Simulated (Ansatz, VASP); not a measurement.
**Hf in two plane-wave programs**

Wanted: the spread between two codes on one cell, functional and k mesh. The cell is taken from a series of runs on this material, whose earlier steps may have relaxed, scaled, displaced or heated it; both programs get it as it stands.

Calculated with Ansatz 0.2.0; plane waves, with VASP 6.6.1 beside it; relaxation of cell and atoms at LDA.

This is not the structure that Hf takes at ambient pressure and room temperature (hexagonal, No. 194); it is a model or a phase of other conditions.

**1. The structure**

Symmetry: Im-3m, No. 229, cubic system. Conventional cell: a = 3.450 Å, b = 3.450 Å, c = 3.450 Å, α = 90.00°, β = 90.00°, γ = 90.00°. Nearest to Hf lie 8 Hf at 2.99 Å.

**2. Ansatz: relaxation of cell and atoms, LDA**

Ansatz runs on its default PAW (the set named soft_2) files.

The relaxed volume is the usual yardstick between codes: in a stiff, nearly cubic crystal its relative difference is about their pressure difference at one cell divided by the bulk modulus.

Contents of input.yaml:

```yaml
crystal:
  lattice:
    - [1.7248903696, 1.7248903696, 1.7248903696]
    - [-1.7248903696, 1.7248903696, 1.7248903696]
    - [-1.7248903696, -1.7248903696, 1.7248903696]
  atoms:
    - { symbol: Hf, position: [0.0, 0.0, 0.0] }
kpoints:
  mp_grid: { grid: [14, 14, 14] }
hamiltonian:
  xc: lda
scf:
  occupations: { method: gaussian, width: 0.1 }
output:
  forces: true
  stress: true
  eigenvalues: true
relax:
  adjacent_minimum: "off"
  f_tol: 0.003
  max_steps: 80
  cell: { stress_tol: 0.03 }
```

Command:

```
ansatz run input.yaml --threads 4 --pin off --max-ram 8192MiB --backend cpu --events-out ev --progress --plain --runs-dir out
```

Numbers of over 12 decimals in the logs are rounded to 6 here.

What it wrote:

```text
Engine: ansatz 0.2.0, aarch64-unknown-linux-gnu
Pseudopotentials: kind: paw
Pseudopotential: Hf, paw, valence charge 26, recommended cutoff 420 eV (normal), Hf.paw.azcp
Functional definition: SPW92
  exchange = slater_x
  correlation = pw_c
Crystal: 1 atoms, lattice volume = 20.528 Å³
Basis set: ecut = 420 eV, 381 PW (Γ)
Bands: 17, of which v1, the nominal top of the filled ones, is band 13 counted from 1 (12 counted from 0)
Symmetry: 48 space group operations
Space group: Im-3m (ITA 229), of the structure as read, at distance tolerance 2.7e-5 Å
k-points: 104 of 2744
Non-local potential: Hf, projectors of the file, l = 0: 3, l = 1: 2, l = 2: 2, l = 3: 3
PAW form: soft (Blöchl's): semilocal exchange-correlation on the pseudo side does not see the compensation charge
PAW frozen core: Hf, regenerated for the run's functional, and the local potential with it (the file was generated under x = pbe(κ = 0.804, μ = 0.219515), c = pbe(β = 0.066725))
PAW one-centre angular grid: Hf, 590 points (default); XC on 64 Gauss nodes
Initial density: superposition of atomic densities (neutral atoms: chi_scale 0, normalization atom), corrected by the library's trained network
Initial wavefunctions: pseudopotential atomic-orbital guess
Functional: x = slater, c = lda
SCF iter   1: F=—  HF=-15476.719175 eV  |F-HF|=—  |Δ(HF+E_count)|=         —  Δρ=6.14e-3  dr2=4.79e-3  ethr=1.77e-3  ⟨swp⟩=5.4  Hψ=7841  notcnv=0
preconditioner: auto → Kerker (q_TF=auto, 2.838 Å⁻¹)  [metal: Δε(μ)=0.046 eV  Ē_g=18.651 eV  σ=0.100 eV  W_gap=0.25  n_scr=12 (ndim 8)  ℏωp=40.2 eV  f_vac=0.000  D(μ)=1.40/eV (n_scr^D=12)]
SCF iter   2: F=—  HF=-15476.718204 eV  |F-HF|=—  |Δ(HF+E_count)|=   9.71e-4  Δρ=4.10e-3  dr2=2.19e-3  ethr=1.84e-5  ⟨swp⟩=1.8  Hψ=3134  notcnv=0
SCF iter   3: F=—  HF=-15476.718110 eV  |F-HF|=—  |Δ(HF+E_count)|=   9.34e-5  Δρ=1.26e-3  dr2=3.33e-4  ethr=8.42e-6  ⟨swp⟩=2.3  Hψ=2923  notcnv=0  defer=2
SCF iter   4: F=—  HF=-15476.717763 eV  |F-HF|=—  |Δ(HF+E_count)|=   3.47e-4  Δρ=3.98e-4  dr2=2.23e-5  ethr=1.28e-6  ⟨swp⟩=2.2  Hψ=3030  notcnv=0  defer=2
SCF iter   5: F=—  HF=-15476.717751 eV  |F-HF|=—  |Δ(HF+E_count)|=   1.23e-5  Δρ=3.70e-5  dr2=1.07e-7  ethr=8.58e-8  ⟨swp⟩=2.2  Hψ=3103  notcnv=0  defer=2
SCF iter   6: F=—  HF=-15476.717751 eV  |F-HF|=—  |Δ(HF+E_count)|=   9.82e-8  Δρ=1.13e-5  dr2=9.80e-9  ethr=3.85e-10  ⟨swp⟩=7.0  Hψ=9285  notcnv=0
SCF iter   7: F=-15476.717751 eV  HF=-15476.717751 eV  |F-HF|=1.52e-8  |Δ(HF+E_count)|=   3.76e-8  Δρ=2.44e-6  dr2=4.50e-10  ethr=3.77e-11  ⟨swp⟩=4.6  Hψ=6404  notcnv=0
SCF 1 converged in 7 iterations: F = -15476.717751 eV  dr2 = 4.50e-10
  greatest PAW one-centre occupation: 0.998 electrons in one spin orbital (limit 2), on the Hf atom at site 0 (counted from 0), in its partial waves of l = 3
relax step   1: F+E_penalty+E_count = -15476.71775065 eV  Δ(F+E_penalty+E_count) = +0.000e0 eV  max|allowed force component| = 0.000e0 eV/Å  Δτ_max = 0.0000 Å  P = -0.745 GPa  Ω = 20.528 Å³  (7 SCF iters, dr2 threshold 1.00e-7 eV, accepted)
[...]
relax step   2: F+E_penalty+E_count = -15476.71757587 eV  Δ(F+E_penalty+E_count) = +1.748e-4 eV  max|allowed force component| = 0.000e0 eV/Å  Δτ_max = 0.0000 Å  P = +1.003 GPa  Ω = 20.222 Å³  energy of the carried Pulay correction = +5.341e-5 eV  (5 SCF iters, dr2 threshold 1.00e-7 eV, rejected (line search))
[...]
relax step   3: F+E_penalty+E_count = -15476.71808423 eV  Δ(F+E_penalty+E_count) = -3.336e-4 eV  max|allowed force component| = 0.000e0 eV/Å  Δτ_max = 0.0000 Å  P = -0.008 GPa  Ω = 20.396 Å³  energy of the carried Pulay correction = +2.286e-5 eV  (7 SCF iters, accepted)
[...]
relax step   4: F+E_penalty+E_count = -15476.71806215 eV  Δ(F+E_penalty+E_count) = +2.208e-5 eV  max|allowed force component| = 0.000e0 eV/Å  Δτ_max = 0.0000 Å  P = -0.008 GPa  Ω = 20.396 Å³  stress off target by 7.87e-3 GPa  SCF on the basis re-selected at this cell (its energy is not comparable with the rows above)  (5 SCF iters)
basis re-selected at this cell: Δ(F+E_penalty+E_count) = +2.208e-5 eV, ΔP = -0.000 GPa vs the last step (what re-selecting the basis moved, of the pressure what is left beyond the Pulay correction that the steps carried, after the strain that the cell walked since its last selection, with what the two solves' SCF thresholds leave and, on support functions, any second-order correction that the steps lacked; it is no measure of the basis error at this ecutwfc). This SCF's stress stands 7.87e-3 GPa from its target on what of the cell is left free (relax.cell.stress_tol is 3.00e-2 GPa) and its largest allowed force component is 0.00e0 eV/Å (relax.f_tol is 3.00e-3 eV/Å): [rest of the remark cut]
SCF converged after 5 iterations
Free energy (F): -15476.718062 eV
Harris-Foulkes:  -15476.718062 eV  (|F-HF|=5.46e-12)
Internal energy: -15476.711141 eV  (E = F + TS)
E sigma→0 (E₀):  -15476.714601 eV
Entropy (-TS):   -0.006921 eV (-6.921 meV/atom)
Fermi energy:    21.281206 eV
--- Per-component energies (eV) ---
  E_band       = 86.539836
  E_kinetic    = 428.808399
  E_local      = -4835.470527  (includes V_loc(G=0)·N_el)
  E_nonlocal   = -1232.565214
  E_hartree    = 2290.844629
  E_xc         = -298.827550
  E_vxc        = -268.196612  (∫ρ·V_xc dr)
  E_paw        = -6686.569798  (= ΣΔE_a)
  E_vpaw       = 1412.274524  (= ΣTr[D̂ρ^β])
  E_aug_tail   = -0.000002  (compensation charges beyond the density's cutoff)
  E_ewald      = -5145.388321
  E_core_change = 2.457243  (= ΣΔE_core)
  E_smearing   = -0.006921  (= −TS)
  E_closure    = -0.000000  (closes the sum)
  Σ components = -15476.718062   (vs F -15476.718062, Δ=0.00e0)
--- Forces (eV/Å), atoms counted from 1 ---
  atom   1  Hf     0.00000000     0.00000000     0.00000000
  max |Σ_I F_I| component: 2.55e-31 eV/Å
--- Stress (GPa, compression-positive) ---
       -0.007866       0.000000      -0.000000
        0.000000      -0.007866       0.000000
        0.000000       0.000000      -0.007866
  P = ⅓ Tr σ = -0.0079 GPa (-0.079 kbar)
--- Band table (eV; the first three rows and the last of 104) ---
  k-point 0: bands = [... 9 lower, 10.0904, 10.1318, 14.0151, 22.7984, 22.7984, 22.7984, 25.8658, 25.8658]
  k-point 1: bands = [... 9 lower, 10.0892, 10.1272, 14.2265, 22.6519, 22.7459, 23.0102, 25.6272, 25.8643]
  k-point 2: bands = [... 9 lower, 10.0862, 10.1169, 14.8262, 22.2711, 22.5060, 23.6345, 25.2618, 25.8818]
  k-point 103: bands = [... 9 lower, 10.1028, 10.1028, 18.3075, 18.3075, 28.7059, 28.7059, 28.7059, 29.3607]
--- Relaxed structure (3 steps of the walk, 2 accepted, 1 SCFs on fresh bases) ---
  F+E_penalty+E_count = -15476.71806215 eV   max|allowed force component| = 0.000e0 eV/Å   (the final SCF, on the basis selected at the relaxed cell)
  cell:  # Å, volume = 20.3963 Å³
    - [1.721196, 1.721196, 1.721196]
    - [-1.721196, 1.721196, 1.721196]
    - [-1.721196, -1.721196, 1.721196]
  atoms:
    - { symbol: Hf, position: [0.0, 0.0, 0.0] }
```

In the SCF lines HF is the Harris–Foulkes energy and dr2 the Hartree energy of the density residual, in eV; the loop may stop once dr2 is under the threshold and the program's other checks hold. Hψ counts applications of the Hamiltonian.

**3. VASP: relaxation of cell and atoms, LDA**

The same cell, functional (in two slightly different forms), mesh and smearing now go to VASP, with its own data sets.

Lines of VASP's logs that name or quote its potential files are left out, and so is its time.

Contents of INCAR:

```
SYSTEM = Hf
PREC = Accurate
ENCUT = 500
EDIFF = 1E-07
NELM = 120
ISMEAR = 0
SIGMA = 0.1
LREAL = .FALSE.
ALGO = Normal
GGA = CA
NBANDS = 11
LASPH = .TRUE.
LORBIT = 11
LWAVE = .FALSE.
LCHARG = .FALSE.
ISIF = 3
IBRION = 2
NSW = 80
EDIFFG = -0.005
GGA_COMPAT = .FALSE.
NELMIN = 4
```

Contents of POSCAR:

```
Hf
1.0
    1.7248900000      1.7248900000      1.7248900000
   -1.7248900000      1.7248900000      1.7248900000
   -1.7248900000     -1.7248900000      1.7248900000
Hf
1
Direct
    0.0000000000      0.0000000000      0.0000000000
```

Contents of KPOINTS:

```
Automatic mesh
0
Gamma
14 14 14
0 0 0
```

Potentials, in the order of the species: Hf_pv (LDA family, release 64).

Command:

```
mpirun -np 1 vasp_std
```

What it wrote:

```text
[banner, memory and clock lines left out]
running    1 mpi-ranks, on    1 nodes
 distrk:  each k-point on    1 cores,    1 groups
 distr:  one band on    1 cores,    1 groups

 POSCAR found type information on POSCAR Hf
 POSCAR found :  1 types and       1 ions
 LDA part: xc-table for (Slater(with rela. corr.)+CA(PZ))
 , standard interpolation
 POSCAR, INCAR and KPOINTS ok, starting setup
 FFT: planning ... GRIDC
 FFT: planning ... GRID_SOFT
 FFT: planning ... GRID
 WAVECAR not read
 entering main loop
       N       E                     dE             d eps       ncg     rms          rms(c)
DAV:   1     0.117879845710E+02    0.11788E+02   -0.55734E+03  2304   0.822E+02
DAV:   2    -0.104449487691E+02   -0.22233E+02   -0.21469E+02  2903   0.152E+02
DAV:   3    -0.108643809461E+02   -0.41943E+00   -0.41114E+00  2856   0.143E+01
DAV:   4    -0.108657897956E+02   -0.14088E-02   -0.14087E-02  2535   0.977E-01
DAV:   5    -0.108657973815E+02   -0.75859E-05   -0.75856E-05  2871   0.613E-02    0.457E+01
DAV:   6    -0.106347392237E+02    0.23106E+00   -0.18968E-01  2570   0.309E+00    0.265E+01
DAV:   7    -0.105573418030E+02    0.77397E-01   -0.26342E-01  2597   0.349E+00    0.127E+00
DAV:   8    -0.105541378368E+02    0.32040E-02   -0.15761E-02  2534   0.907E-01    0.180E-01
DAV:   9    -0.105541662902E+02   -0.28453E-04   -0.32533E-04  2796   0.122E-01    0.341E-02
DAV:  10    -0.105541673005E+02   -0.10103E-05   -0.18062E-05  2618   0.308E-02    0.184E-02
DAV:  11    -0.105541663768E+02    0.92371E-06   -0.27520E-06  2649   0.122E-02    0.210E-03
DAV:  12    -0.105541663788E+02   -0.19768E-08   -0.35528E-08  1637   0.179E-03
   1 F= -.10554166E+02 E0= -.10550680E+02  d E =-.105542E+02
 curvature:   0.00 expect dE= 0.000E+00 dE for cont linesearch  0.000E+00
 trial: gam= 0.00000 g(F)=  0.268E-63 g(S)=  0.772E-03 ort = 0.000E+00 (trialstep = 0.100E+01)
 search vector abs. value=  0.772E-03
 bond charge predicted
       N       E                     dE             d eps       ncg     rms          rms(c)
DAV:   1    -0.105592795612E+02   -0.51132E-02   -0.12277E-01  2312   0.277E+00    0.648E-01
DAV:   2    -0.105552973914E+02    0.39822E-02   -0.49476E-03  2393   0.587E-01    0.255E-01
DAV:   3    -0.105541176430E+02    0.11797E-02   -0.32731E-03  2393   0.426E-01    0.142E-01
DAV:   4    -0.105541108361E+02    0.68069E-05   -0.26887E-05  2812   0.482E-02    0.794E-02
DAV:   5    -0.105541074675E+02    0.33686E-05   -0.48168E-06  2637   0.151E-02    0.781E-03
DAV:   6    -0.105541074837E+02   -0.16211E-07   -0.20527E-07  2511   0.351E-03
   2 F= -.10554107E+02 E0= -.10550688E+02  d E =0.588951E-04
 trial-energy change:    0.000059  1 .order    0.000066   -0.000772    0.000905
 step:   0.4671(harm=  0.4604)  dis= 0.00000  next Energy=   -10.554347 (dE=-0.181E-03)
 bond charge predicted
       N       E                     dE             d eps       ncg     rms          rms(c)
DAV:   1    -0.105558177631E+02   -0.17103E-02   -0.34956E-02  2318   0.147E+00    0.345E-01
DAV:   2    -0.105546838274E+02    0.11339E-02   -0.14097E-03  2408   0.313E-01    0.136E-01
DAV:   3    -0.105543494066E+02    0.33442E-03   -0.93355E-04  2375   0.227E-01    0.746E-02
DAV:   4    -0.105543475529E+02    0.18537E-05   -0.74945E-06  2788   0.256E-02    0.431E-02
DAV:   5    -0.105543465519E+02    0.10011E-05   -0.14130E-06  2614   0.811E-03    0.423E-03
DAV:   6    -0.105543465569E+02   -0.50151E-08   -0.49076E-08  1954   0.170E-03
   3 F= -.10554347E+02 E0= -.10550895E+02  d E =-.180178E-03
 curvature:  -0.23 expect dE=-0.223E-10 dE for cont linesearch -0.223E-10
 trial: gam=-0.00035 g(F)=  0.220E-64 g(S)=  0.967E-10 ort = 0.273E-06 (trialstep = 0.893E+00)
 search vector abs. value=  0.100E-09
 reached required accuracy - stopping structural energy minimisation
```

From OUTCAR (step 3):

```text
ion  position               nearest neighbor table
   1  0.000  0.000  0.000-

  LATTYP: Found a body centered cubic cell.
 ALAT       =     3.4497800000

 Subroutine GETGRP returns: Found 48 space group operations
 (whereof 48 operations were pure point group operations)

The static configuration has the point symmetry O_h .

 Found    104 irreducible k-points:

   k-points           NKPTS =    104   k-points in BZ     NKDIM =    104   number of bands    NBANDS=     11

   dimension x,y,z NGX =    24 NGY =   24 NGZ =   24
   dimension x,y,z NGXF=    48 NGYF=   48 NGZF=   48

   ENCUT  =  500.0 eV  36.75 Ry    6.06 a.u.   5.45  5.45  5.45*2*pi/ulx,y,z

   NELECT =      10.0000    total number of electrons

 k-points in reciprocal lattice and weights: Automatic mesh
   0.00000000  0.00000000  0.00000000       0.000
   0.07142857  0.00000000  0.00000000       0.004
   0.14285714  0.00000000  0.00000000       0.004
   0.21428571  0.00000000  0.00000000       0.004
   0.28571429  0.00000000  0.00000000       0.004
   0.35714286  0.00000000  0.00000000       0.004
   0.42857143  0.00000000  0.00000000       0.004
   0.50000000  0.00000000  0.00000000       0.002
   0.14285714  0.07142857  0.00000000       0.009
[...]
0.50000000  0.42857143  0.42857143       0.004
   0.50000000  0.50000000  0.50000000       0.000

 average (electrostatic) potential at core
       1 -36.6909

 E-fermi :   5.0773

 k-point     1 :       0.0000    0.0000    0.0000
  band No.  band energies     occupation
      1     -24.2289      2.00000
      2     -24.2289      2.00000
      3     -24.2289      2.00000
      4      -2.1616      2.00000
      5       6.5987      0.00000
      6       6.5987      0.00000
      7       6.5987      0.00000
      8       9.6660      0.00000
      9       9.6660      0.00000
    ...

 k-point     2 :       0.0714    0.0000    0.0000
  band No.  band energies     occupation
      1     -24.2900      2.00000
      2     -24.2474      2.00000
      3     -24.2293      2.00000
      4      -1.9496      2.00000
      5       6.4500      0.00000
      6       6.5432      0.00000
      7       6.8081      0.00000
      8       9.4222      0.00000
      9       9.6621      0.00000
    ...

 k-point     3 :       0.1429    0.0000    0.0000
  band No.  band energies     occupation
      1     -24.4577      2.00000
      2     -24.2988      2.00000
      3     -24.2304      2.00000
      4      -1.3487      2.00000
      5       6.0647      0.00000
      6       6.2944      0.00000
      7       7.4268      0.00000
      8       9.0522      0.00000
      9       9.6741      0.00000
    ...

  Total       -0.0000259     -0.0000259     -0.0000259      0.0000000      0.0000000      0.0000000
  in kB       -0.0020279     -0.0020279     -0.0020279      0.0000000      0.0000000      0.0000000
  external PRESSURE =      -0.0020279 kB  Pullay stress =       0.0000000 kB

  energy-cutoff  :      500.00
  volume of cell :       20.43
      direct lattice vectors                 reciprocal lattice vectors
     1.722051090  1.722051090  1.722051090     0.290351432  0.000000000  0.290351432
    -1.722051090  1.722051090  1.722051090    -0.290351432  0.290351432  0.000000000
    -1.722051090 -1.722051090  1.722051090     0.000000000 -0.290351432  0.290351432

 POSITION                                       TOTAL-FORCE (eV/Angst)
 -----------------------------------------------------------------------------------
     -0.00000     -0.00000      0.00000        -0.000000     -0.000000      0.000000
 -----------------------------------------------------------------------------------
    total drift:                                0.000000     -0.000000      0.000000

  FREE ENERGIE OF THE ION-ELECTRON SYSTEM (eV)
  ---------------------------------------------------
  free  energy   TOTEN  =       -10.5543465569 eV

  energy  without entropy=      -10.5474441188  energy(sigma->0) =      -10.55089534

 reached required accuracy - stopping structural energy minimisation

 total charge
# of ion       s       p       d       tot
------------------------------------------
    1        0.406   6.375   1.758   8.538

[... 3 further parts left out ...]
```

Harder data sets than Hf_pv exist (the GW ones), and pressures, volumes and forces can shift noticeably with them. The run keeps the 48 symmetry operations of its start, so it cannot find a distortion of lower symmetry.

**4. Differences**

Known differences besides the potentials themselves: the two LDA forms differ slightly; the data sets hold 26 valence electrons in Ansatz (on its default PAW (the set named soft_2) files) and 10 in VASP; the cutoff is 420 eV in Ansatz and 500 eV in VASP; VASP's log shows a relativistic correction to its local exchange, Ansatz's none; Ansatz adds a Pulay correction to the stress that steers its cell, VASP none. Total energies have different zeros and are not compared.

The two programs side by side:

| quantity | Ansatz | VASP | difference |
| --- | --- | --- | --- |
| volume (Å³) | 20.40 | 20.43 | -0.15 % |
| edge a after relaxation, in the typed setting (Å) | 2.981 | 2.983 | -0.05 % |

**5. Summary of results**

```yaml
difference_in_volume_relaxation_of_cell_and_atoms_lda: -0.15 %
```

**Reading.** The difference in volume is -0.15 % (relaxation of cell and atoms, LDA), within the 1.2 % picked in this series as the mark of a large difference, as far as the stopping tolerances let one tell. The data sets hold unlike numbers of valence electrons (26 in Ansatz and 10 in VASP), so part of the differences comes from the potentials. 1 further run of this series is not shown here. Such differences can come from data sets, numerical settings and the points named under the comparisons, not from the functional's error against experiment.

[Lines on the potential files, build, host, timing and source positions are cut from VASP's logs without a mark.]

[Logs are printed without paths, hosts, clocks, repeated set-up lines and the standing remarks that a program may print on its own settings, such as how far it seeks lower states.]

[Hosts, paths, dates, database ids (printed as entryN), source tags and the programs' standing remarks are cut or masked in the printed files.]
